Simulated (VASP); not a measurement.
Output of a VASP run:

OUTCAR:
```
 ion  position               nearest neighbor table
   1  0.000  0.000  0.000-   3 2.35   3 2.35   3 2.35   2 2.35   3 2.35   2 2.35   2 2.35   2 2.35
  LATTYP: Found a face centered cubic cell.
 ALAT       =     5.4195010224
 Subroutine PRICEL returns:
 Original cell was already a primitive cell.
 Subroutine GETGRP returns: Found 48 space group operations
The static configuration has the point symmetry O_h .
The dynamic configuration has the point symmetry O_h .
 Subroutine INISYM returns: Found 48 space group operations
 Subroutine IBZKPT returns following result:
 Found     20 irreducible k-points:

 Following reciprocal coordinates:
            Coordinates               Weight
  0.000000  0.000000  0.000000      1.000000
  0.142857  0.000000  0.000000      8.000000
  0.285714  0.000000  0.000000      8.000000
  0.428571  0.000000  0.000000      8.000000
  0.142857  0.142857  0.000000      6.000000
  0.285714  0.142857  0.000000     24.000000
  0.428571  0.142857  0.000000     24.000000
 -0.428571  0.142857  0.000000     24.000000
 -0.285714  0.142857  0.000000     24.000000
 -0.142857  0.142857  0.000000     12.000000
  0.285714  0.285714  0.000000      6.000000
  0.428571  0.285714  0.000000     24.000000
 -0.428571  0.285714  0.000000     24.000000
 -0.285714  0.285714  0.000000     12.000000
  0.428571  0.428571  0.000000      6.000000
 -0.428571  0.428571  0.000000     12.000000
  0.428571  0.285714  0.142857     24.000000
 -0.428571  0.285714  0.142857     48.000000
 -0.428571  0.428571  0.142857     24.000000
 -0.285714  0.428571  0.142857     24.000000
   k-points           NKPTS =     20   k-points in BZ     NKDIM =     20   number of bands    NBANDS=     17
   number of dos      NEDOS =    301   number of ions     NIONS =      3
   total plane-waves  NPLWV =  27000
   dimension x,y,z NGX =    30 NGY =   30 NGZ =   30
   dimension x,y,z NGXF=    60 NGYF=   60 NGZF=   60
   ions per type =               1   2
   PREC   = accura    normal or accurate (medium, high low for compatibility)
   ISTART =      0    job   : 0-new  1-cont  2-samecut
   ICHARG =      2    charge: 1-file 2-atom 10-const
   ISPIN  =      1    spin polarized calculation?
   LNONCOLLINEAR =      F non collinear calculations
   LSORBIT =      F    spin-orbit coupling
   INIWAV =      1    electr: 0-lowe 1-rand  2-diag
   ENCUT  =  520.0 eV  38.22 Ry    6.18 a.u.   7.13  7.13  7.13*2*pi/ulx,y,z
   NELM   =    100;   NELMIN=  2; NELMDL= -5     # of ELM steps
   EDIFF  = 0.1E-06   stopping-criterion for ELM
   LREAL  =      F    real-space projection
   NLSPLINE    = F    spline interpolate recip. space projectors
   LMAXMIX     =    4 max onsite mixed and CHGCAR
   VOSKOWN=      0    Vosko Wilk Nusair interpolation
   EDIFFG = 0.1E-05   stopping-criterion for IOM
   NSW    =      0    number of steps for IOM
   NBLOCK =      1;   KBLOCK =      1    inner block; outer block
   IBRION =     -1    ionic relax: 0-MD 1-quasi-New 2-CG
   NFREE  =      0    steps in history (QN), initial steepest desc. (CG)
   ISIF   =      2    stress and relaxation
   ISYM   =      2    0-nonsym 1-usesym 2-fastsym
   TEIN   =    0.0    initial temperature
   TEBEG  =    0.0;   TEEND  =   0.0 temperature during run
   SMASS  =  -3.00    Nose mass-parameter (am)
   PSTRESS=    0.0 pullay stress
   NELECT =      26.0000    total number of electrons
   EFERMI =   0.00;   METHOD = LEGACY
   ISMEAR =     0;   SIGMA  =   0.05  broadening in eV -4-tet -1-fermi 0-gaus
   IALGO  =     38    algorithm
   LDIAG  =      T    sub-space diagonalisation (order eigenvalues)
   IMIX   =      4    mixing-type and parameters
     AMIX     =   0.40;   BMIX     =  1.00
     AMIX_MAG =   1.60;   BMIX_MAG =  1.00
     AMIN     =   0.10
   METAGGA = RTPSS    functional components
   VOSKOWN =     0    Vosko Wilk Nusair interpolation
   LHFCALC =     F    Hartree Fock is set to
   LHFONE  =     F    Hartree Fock one center treatment
   AEXX    =    0.0000 exact exchange contribution
...
```

### OSZICAR
```
       N       E                     dE             d eps       ncg     rms          rms(c)
DAV:   1     0.226307249022E+03    0.22631E+03   -0.15709E+04   704   0.156E+03
DAV:   2     0.177477334244E+02   -0.20856E+03   -0.20362E+03   767   0.411E+02
DAV:   3     0.771335518793E+01   -0.10034E+02   -0.10014E+02   771   0.102E+02
DAV:   4     0.765620948149E+01   -0.57146E-01   -0.57134E-01   805   0.746E+00
DAV:   5     0.765598405828E+01   -0.22542E-03   -0.22542E-03   766   0.383E-01    0.120E+01
DAV:   6     0.366225561197E+01   -0.39937E+01   -0.11903E+02   680   0.160E+02    0.108E+01
DAV:   7     0.261931393223E+01   -0.10429E+01   -0.61623E-01   690   0.145E+01    0.896E+00
DAV:   8     0.240155453333E+01   -0.21776E+00   -0.12203E+01   696   0.443E+01    0.605E+00
DAV:   9     0.807576245522E+00   -0.15940E+01   -0.53780E+00   731   0.284E+01    0.211E+00
DAV:  10     0.282082315295E+01    0.20132E+01   -0.18465E+00   689   0.203E+01    0.488E-01
DAV:  11     0.248152678064E+01   -0.33930E+00   -0.29748E-01   682   0.772E+00    0.852E-01
DAV:  12     0.246349891081E+01   -0.18028E-01   -0.54776E-03   739   0.112E+00    0.642E-01
DAV:  13     0.249233554922E+01    0.28837E-01   -0.16072E-02   682   0.176E+00    0.489E-01
DAV:  14     0.249069626285E+01   -0.16393E-02   -0.24169E-02   680   0.238E+00    0.183E-01
DAV:  15     0.246023954947E+01   -0.30457E-01   -0.49570E-03   682   0.105E+00    0.225E-01
DAV:  16     0.246089043866E+01    0.65089E-03   -0.33926E-04   716   0.238E-01    0.204E-01
DAV:  17     0.246083123647E+01   -0.59202E-04   -0.15985E-03   719   0.503E-01    0.229E-02
DAV:  18     0.246059590637E+01   -0.23533E-03   -0.14595E-04   685   0.160E-01    0.545E-02
DAV:  19     0.246057894821E+01   -0.16958E-04   -0.13323E-05   759   0.447E-02    0.440E-02
DAV:  20     0.246052152771E+01   -0.57421E-04   -0.27400E-05   681   0.894E-02    0.109E-02
DAV:  21     0.246051901364E+01   -0.25141E-05   -0.83427E-06   693   0.306E-02    0.206E-03
DAV:  22     0.246051928037E+01    0.26673E-06   -0.47388E-07   686   0.734E-03    0.850E-04
DAV:  23     0.246051954589E+01    0.26552E-06   -0.44908E-08   501   0.287E-03    0.214E-04
DAV:  24     0.246051945467E+01   -0.91222E-07   -0.61948E-09   497   0.948E-04
   1 F= 0.24605195E+01 E0= 0.24605195E+01  d E =-.385756E-16
```

File OUTCAR:
```
------------------------ aborting loop because EDIFF is reached ----------------------------------------
  FORCE on cell =-STRESS in cart. coord.  units (eV):
  Direction    XX          YY          ZZ          XY          YZ          ZX
  --------------------------------------------------------------------------------------
  Total        0.0364896      0.0364896      0.0364896     -0.0000000      0.0000000      0.0000000
  in kB        1.4691334      1.4691334      1.4691334     -0.0000000      0.0000000      0.0000000
  external PRESSURE =       1.4691334 kB  Pullay stress =       0.0000000 kB
  volume of cell :       39.79
      direct lattice vectors                 reciprocal lattice vectors
     0.000000000  2.709750511  2.709750511    -0.184518832  0.184518832  0.184518832
     2.709750511  0.000000000  2.709750511     0.184518832 -0.184518832  0.184518832
     2.709750511  2.709750511  0.000000000     0.184518832  0.184518832 -0.184518832
 POSITION                                       TOTAL-FORCE (eV/Angst)
 -----------------------------------------------------------------------------------
      0.00000      0.00000      0.00000         0.000000      0.000000      0.000000
      1.35488      1.35488      1.35488        -0.000000     -0.000000     -0.000000
      4.06463      4.06463      4.06463         0.000000      0.000000      0.000000
 -----------------------------------------------------------------------------------
    total drift:                                0.000000     -0.000000     -0.000000
  FREE ENERGIE OF THE ION-ELECTRON SYSTEM (eV)
  ---------------------------------------------------
  free  energy   TOTEN  =         2.4605194547 eV

  energy  without entropy=        2.4605194547  energy(sigma->0) =        2.46051945
```
(Selected blocks of OUTCAR.)

### POSCAR
```
CdF2
1
    0.0000000000     2.7097505112     2.7097505112
    2.7097505112     0.0000000000     2.7097505112
    2.7097505112     2.7097505112     0.0000000000
Cd F
1 2
Direct
  0.0000000000   0.0000000000   0.0000000000
  0.2500000000   0.2500000000   0.2500000000
  0.7500000000   0.7500000000   0.7500000000
```

**Question.** Write an INCAR and KPOINTS that could have produced this output.

**Answer.** This is not unique; one that fits is the input of the run itself, revTPSS meta-GGA, plane waves, VASP's PBE PAW potentials (set 64).

**INCAR**
```
ALGO=Normal
EDIFF=1E-7
ENCUT=520
ISIF=2
ISMEAR=0
LASPH=.TRUE.
LCHARG=.FALSE.
LMAXMIX=4
LMIXTAU=.TRUE.
LREAL=.FALSE.
LWAVE=.FALSE.
METAGGA=RTPSS
NELM=100
PREC=Accurate
SIGMA=0.05
SYSTEM=CdF2
```

File KPOINTS:
```
K-points
0
Gamma
7 7 7
```

POTCAR, in this order: Cd F (PBE.64 set). Program: vasp_std.

The compound is CdF2 in the fluorite structure. It was relaxed first.
